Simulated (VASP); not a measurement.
# TcPd: structure and properties in VASP, part 3 of 4

What structure does TcPd take at this level, and what are its properties? The cell is invented: it takes the structure of a Materials Project entry for TcPt (space group 166 there), with some of its atoms replaced by other elements, volume scaled by an estimate. It may not be a known or stable phase.

VASP 6.6.1; RPBE; plane waves and PAW (Pd, Tc_pv); invented cell.

Still holding for the runs below: This run has no spin polarisation. Its electron count is odd, so without a moment it is a metal by construction.

So far. Step 3 (Single point with fields (RPBE)): In this run the pressure is 0.01 GPa, small enough to go on. Step 4 (Band structure (RPBE)): There is no gap at this level. The relaxed cell has a = 2.734, c = 13.777 Å (conventional setting).

## Step 5: Density of states (RPBE)

A density of states needs more k-points than a total energy; ISMEAR = -5 takes tetrahedra, and LORBIT projects the states on the PAW spheres. The mesh is finer than in the run before.

INCAR

```
SYSTEM = TcPd
PREC = Accurate
ENCUT = 400
EDIFF = 1E-06
NELM = 100
ISMEAR = -5
SIGMA = 0.05
LREAL = .FALSE.
ALGO = Normal
GGA = RP
LORBIT = 11
LWAVE = .FALSE.
LCHARG = .FALSE.
NEDOS = 2001
```

POSCAR

```
TcPd
1.0
    1.3668886981      0.7891735332      4.5922312875
   -1.3668886981      0.7891735332      4.5922312875
    0.0000000000     -1.5783470663      4.5922312875
Pd Tc
1 1
Direct
    0.0000000000      0.0000000000      0.0000000000
    0.5000000000      0.5000000000      0.5000000000
```

KPOINTS

```
Automatic mesh
0
Gamma
12 12 12
0 0 0
```

The projector-augmented-wave data sets are Pd and Tc_pv (PBE family, release 64).

The run is started by

```bash
$ mpirun -np 1 vasp_std
```

The log of the run:

```text
[... set-up lines as in an earlier step ...]
 entering main loop
       N       E                     dE             d eps       ncg     rms          rms(c)
DAV:   1     0.171580144630E+03    0.17158E+03   -0.11372E+04  6044   0.120E+03
DAV:   2    -0.121683193877E+02   -0.18375E+03   -0.18116E+03  6895   0.342E+02
DAV:   3    -0.151139218883E+02   -0.29456E+01   -0.29346E+01  6020   0.525E+01
DAV:   4    -0.151340913425E+02   -0.20169E-01   -0.20161E-01  6174   0.439E+00
DAV:   5    -0.151343796243E+02   -0.28828E-03   -0.28796E-03  6069   0.526E-01    0.159E+01
DAV:   6    -0.141690317487E+02    0.96535E+00   -0.29114E+00  5712   0.168E+01    0.535E+00
DAV:   7    -0.141066952392E+02    0.62337E-01   -0.38453E-01  6216   0.518E+00    0.168E+00
DAV:   8    -0.140957924792E+02    0.10903E-01   -0.19043E-01  6104   0.353E+00    0.176E+00
DAV:   9    -0.140862032260E+02    0.95893E-02   -0.25293E-02  5817   0.152E+00    0.145E-01
DAV:  10    -0.140858356844E+02    0.36754E-03   -0.17498E-03  6055   0.334E-01    0.497E-02
DAV:  11    -0.140858730315E+02   -0.37347E-04   -0.58084E-05  5733   0.827E-02    0.120E-02
DAV:  12    -0.140858679545E+02    0.50770E-05   -0.11308E-06  4480   0.147E-02    0.541E-03
DAV:  13    -0.140858654771E+02    0.24774E-05   -0.11693E-06  2842   0.114E-02    0.201E-03
DAV:  14    -0.140858645497E+02    0.92745E-06   -0.24412E-07  2856   0.516E-03
   1 F= -.14085865E+02 E0= -.14085865E+02  d E =0.000000E+00
 -----------------------------------------------------------------------------
|                                                                             |
|           W    W    AA    RRRRR   N    N  II  N    N   GGGG   !!!           |
|           W    W   A  A   R    R  NN   N  II  NN   N  G    G  !!!           |
|           W    W  A    A  R    R  N N  N  II  N N  N  G       !!!           |
|           W WW W  AAAAAA  RRRRR   N  N N  II  N  N N  G  GGG   !            |
|           WW  WW  A    A  R   R   N   NN  II  N   NN  G    G                |
|           W    W  A    A  R    R  N    N  II  N    N   GGGG   !!!           |
|                                                                             |
|     Tetrahedron method does not include variations of the Fermi             |
|     occupations, so forces and stress will be inaccurate. We suggest        |
|     using a different smearing scheme ISMEAR = 1 or 2 for metals in         |
|     relaxations.                                                            |
|                                                                             |
 -----------------------------------------------------------------------------
```

The job ended after 2.5 min (1 MPI rank of AMD EPYC 7R43, shared host; peak memory 0.18 GiB).

Parts of OUTCAR (step 5):

```text
   k-points           NKPTS =    189   k-points in BZ     NKDIM =    189   number of bands    NBANDS=     15

   NELECT =      23.0000    total number of electrons

 E-fermi :  11.3286

 k-point     1 :       0.0000    0.0000    0.0000
  band No.  band energies     occupation
    ...
      8       8.3934      2.00000
      9       8.8786      2.00000
     10       8.8786      2.00000
     11      10.6155      2.00000
     12      10.6155      2.00000
     13      11.7918     -0.11915
     14      12.8603      0.00000
     15      12.8603      0.00000

  Total        0.0897329      0.0897329     -0.0682567      0.0000000     -0.0000000      0.0000000
  in kB        4.8370597      4.8370594     -3.6793873      0.0000000     -0.0000000      0.0000000
  external PRESSURE =       1.9982440 kB  Pullay stress =       0.0000000 kB

 POSITION                                       TOTAL-FORCE (eV/Angst)
 -----------------------------------------------------------------------------------
      0.00000      0.00000      0.00000         0.000000      0.000000     -0.000000
      0.00000      0.00000      6.88835         0.000000     -0.000000      0.000000
 -----------------------------------------------------------------------------------
    total drift:                               -0.000000      0.000000      0.000000

  FREE ENERGIE OF THE ION-ELECTRON SYSTEM (eV)
  ---------------------------------------------------
  free  energy   TOTEN  =       -14.0858645497 eV

  energy  without entropy=      -14.0858645497  energy(sigma->0) =      -14.08586455

[... 6 parts as in an earlier step ...]

[... 10 further parts left out ...]
```

With tetrahedra the forces and stress of a metal are not exact derivatives of the energy.

This step gave:

```yaml
irreducible_k_points: 189
free_energy_toten: -14.09 eV
fermi_energy: 11.33 eV
pressure: 0.1998 GPa
dos_at_the_fermi_level: 2.227 states/eV/cell
```

The density of states has structure finer than the step of the table below, so its rows give means over 0.5 eV, whole bins alone (the curve runs from -12.0 to 0.977 eV). Peaks (eV: height): total -5.02: 4.60, -3.06: 4.49, -2.96: 4.37, -2.58: 5.29; Pd d -5.02: 2.42, -3.06: 2.88, -2.96: 2.65, -2.58: 3.28; Tc d -2.58: 1.32, -1.62: 1.62, -0.26: 1.50, 0.12: 1.62; Pd s -5.10: 0.325, -3.60: 0.0766.

States under -12.0 eV and over 1.0 eV are left out. Table of density of states by energy, zero at the Fermi level; means over each step; values in states/eV/cell:

| energy (eV) | total | Pd d | Tc d | Pd s |
| --- | --- | --- | --- | --- |
| -8.0 | 0 | 0 | 0 | 0 |
| -7.5 | 0.0172 | 0 | 0 | 0.00721 |
| -7.0 | 0.101 | 5.3e-4 | 3.5e-4 | 0.0411 |
| -6.5 | 0.174 | 0.00404 | 0.00214 | 0.0671 |
| -6.0 | 0.307 | 0.0332 | 0.0146 | 0.104 |
| -5.5 | 1.87 | 0.820 | 0.323 | 0.228 |
| -5.0 | 4.07 | 2.12 | 0.813 | 0.256 |
| -4.5 | 3.48 | 1.95 | 0.789 | 0.0990 |
| -4.0 | 2.13 | 1.21 | 0.494 | 0.0428 |
| -3.5 | 3.15 | 1.81 | 0.756 | 0.0614 |
| -3.0 | 3.70 | 2.15 | 0.947 | 0.0602 |
| -2.5 | 3.94 | 2.34 | 1.06 | 0.0317 |
| -2.0 | 2.47 | 1.26 | 0.813 | 0.0216 |
| -1.5 | 2.78 | 1.04 | 1.22 | 0.0207 |
| -1.0 | 2.12 | 0.829 | 0.917 | 0.0140 |
| -0.5 | 2.69 | 0.982 | 1.31 | 0.0145 |
| 0.0 | 2.37 | 0.736 | 1.31 | 0.0179 |
| 0.5 | 1.99 | 0.421 | 1.31 | 0.0164 |

The finer mesh and the other smearing move the Fermi level by -0.05 eV from the 8×8×8 run, one measure of the sampling error in the zero of the bands above. Of the states within 0.3 eV of the Fermi level, the largest shares in the PAW spheres are Tc d 56 % and Pd d 30 %. The rest lies in smaller channels or between the spheres.

## Step 6: Field gradients at the nuclei (RPBE)

Field gradients probe how far the charge around each nucleus departs from cubic symmetry; LASPH keeps the non-spherical terms inside the spheres.

INCAR

```
SYSTEM = TcPd
PREC = Accurate
ENCUT = 400
EDIFF = 1E-07
NELM = 100
ISMEAR = -1
SIGMA = 0.05
LREAL = .FALSE.
ALGO = Normal
GGA = RP
LORBIT = 11
LWAVE = .FALSE.
LCHARG = .FALSE.
LEFG = .TRUE.
LASPH = .TRUE.
```

POSCAR is that of step 5.

KPOINTS

```
Automatic mesh
0
Gamma
8 8 8
0 0 0
```

The run is started by

```bash
$ mpirun -np 1 vasp_std
```

The log of the run:

```text
[... set-up lines as in an earlier step ...]
 entering main loop
       N       E                     dE             d eps       ncg     rms          rms(c)
[... 1 cycle as in an earlier step ...]
DAV:   2    -0.121628983119E+02   -0.18627E+03   -0.18337E+03  2356   0.345E+02
DAV:   3    -0.151489789754E+02   -0.29861E+01   -0.29715E+01  2034   0.533E+01
DAV:   4    -0.151703215492E+02   -0.21343E-01   -0.21334E-01  2140   0.450E+00
DAV:   5    -0.151706341275E+02   -0.31258E-03   -0.31257E-03  2084   0.532E-01    0.159E+01
DAV:   6    -0.142168110287E+02    0.95382E+00   -0.29227E+00  1964   0.167E+01    0.529E+00
DAV:   7    -0.141487805631E+02    0.68030E-01   -0.28547E-01  2153   0.459E+00    0.169E+00
DAV:   8    -0.141510164567E+02   -0.22359E-02   -0.14993E-01  2111   0.320E+00    0.175E+00
DAV:   9    -0.141372785370E+02    0.13738E-01   -0.47823E-02  2090   0.195E+00    0.179E-01
DAV:  10    -0.141368615183E+02    0.41702E-03   -0.20313E-03  2090   0.350E-01    0.587E-02
DAV:  11    -0.141368719933E+02   -0.10475E-04   -0.11549E-04  1985   0.113E-01    0.961E-03
DAV:  12    -0.141368735050E+02   -0.15117E-05   -0.49877E-06  2157   0.208E-02    0.512E-03
DAV:  13    -0.141368724284E+02    0.10766E-05   -0.65888E-07  2055   0.820E-03    0.623E-04
DAV:  14    -0.141368723881E+02    0.40225E-07   -0.11113E-08  1003   0.955E-04
ion   1
     0.0000000     0.0000000     0.0000001    -6.1717308    -0.0000000     0.0000066
     0.0000551     0.0000000     0.0000001    -6.1717307    -0.0000000     0.0000066
     0.0000758     0.0000000     0.0000001    -6.1717306    -0.0000000     0.0000066
     0.0001045     0.0000000     0.0000001    -6.1717305    -0.0000000     0.0000066
     0.0001438     0.0000000     0.0000001    -6.1717303    -0.0000000     0.0000066

     0.0000000     0.0000000     0.0000010   -28.7206325    -0.0000000     0.0000823
     0.0000551     0.0000000     0.0000010   -28.7254146    -0.0000000     0.0000823
     0.0000758     0.0000000     0.0000010   -28.7278857    -0.0000000     0.0000823
     0.0001045     0.0000000     0.0000010   -28.7317708    -0.0000000     0.0000823
     0.0001438     0.0000000     0.0000010   -28.7378473    -0.0000000     0.0000823

ion   2
     0.0000000     0.0000000     0.0000000    -1.1535382     0.0000000     0.0000122
     0.0000537     0.0000000     0.0000000    -1.1535382     0.0000000     0.0000122
     0.0000740     0.0000000     0.0000000    -1.1535382     0.0000000     0.0000122
     0.0001019     0.0000000     0.0000000    -1.1535382     0.0000000     0.0000122
     0.0001404     0.0000000     0.0000000    -1.1535383     0.0000000     0.0000122

     0.0000000     0.0000000     0.0000004   -19.4194434     0.0000000     0.0005018
     0.0000537     0.0000000     0.0000004   -19.4202847     0.0000000     0.0005018
     0.0000740     0.0000000     0.0000004   -19.4208598     0.0000000     0.0005018
     0.0001019     0.0000000     0.0000004   -19.4218542     0.0000000     0.0005017
     0.0001404     0.0000000     0.0000004   -19.4235616     0.0000000     0.0005017

   1 F= -.14136872E+02 E0= -.14128487E+02  d E =-.167708E-01
```

Elapsed: 61 s, on 1 MPI rank; peak memory 0.15 GiB.

OUTCAR, selected parts (step 6):

```text
   NELECT =      23.0000    total number of electrons

 E-fermi :  11.3826

 k-point     1 :       0.0000    0.0000    0.0000
  band No.  band energies     occupation
    ...
      8       8.4032      2.00000
      9       8.8851      2.00000
     10       8.8851      2.00000
     11      10.5981      2.00000
     12      10.5981      2.00000
     13      11.7997      0.00048
     14      12.8596      0.00000
     15      12.8596      0.00000

  Total       -0.0026726     -0.0026726      0.0124914      0.0000000      0.0000000      0.0000000
  in kB       -0.1440677     -0.1440677      0.6733503      0.0000000      0.0000000      0.0000000
  external PRESSURE =       0.1284050 kB  Pullay stress =       0.0000000 kB

 POSITION                                       TOTAL-FORCE (eV/Angst)
 -----------------------------------------------------------------------------------
      0.00000      0.00000      0.00000        -0.000000      0.000000     -0.000000
      0.00000      0.00000      6.88835         0.000000     -0.000000      0.000000
 -----------------------------------------------------------------------------------
    total drift:                               -0.000000      0.000000      0.000000

  FREE ENERGIE OF THE ION-ELECTRON SYSTEM (eV)
  ---------------------------------------------------
  free  energy   TOTEN  =       -14.1368723881 eV

  energy  without entropy=      -14.1201015563  energy(sigma->0) =      -14.12848697

 Electric field gradients after diagonalization (V/A^2)
 (convention: |V_zz| > |V_xx| > |V_yy|)
----------------------------------------------------------------------
 ion       V_xx      V_yy      V_zz     asymmetry (V_yy - V_xx)/ V_zz
----------------------------------------------------------------------
   1     -18.029   -18.029    36.059       0.000
   2     -11.634   -11.633    23.267       0.000
----------------------------------------------------------------------

[... 8 parts as in an earlier step ...]

[... 9 further parts left out ...]
```

This step gave:

```yaml
irreducible_k_points: 65
free_energy_toten: -14.14 eV
fermi_energy: 11.38 eV
pressure: 0.01284 GPa
```

Electric field gradients, by row:

| atom | Vxx (V/Å²) | Vyy (V/Å²) | Vzz (V/Å²) | asymmetry |
| --- | --- | --- | --- | --- |
| Pd1 | -18.03 | -18.03 | 36.06 | 0 |
| Tc2 | -11.63 | -11.63 | 23.27 | 0 |

The largest gradient, 36.06 V/Å², sits on Pd1; times the quadrupole moment of a nucleus that has one, it gives the coupling that NMR and NQR see.

[end of part 3 of 4]

[Lines on the potential files, build, host, timing and source positions are cut from VASP's logs without a mark.]

[Logs are printed without paths, hosts, clocks, repeated set-up lines and the standing remarks that a program may print on its own settings, such as how far it seeks lower states.]

[Hosts, paths, dates, database ids (printed as entryN), source tags and the programs' standing remarks are cut or masked in the printed files.]

[A measured line is paired with the nearest computed mode of its activity, which favours agreement.]
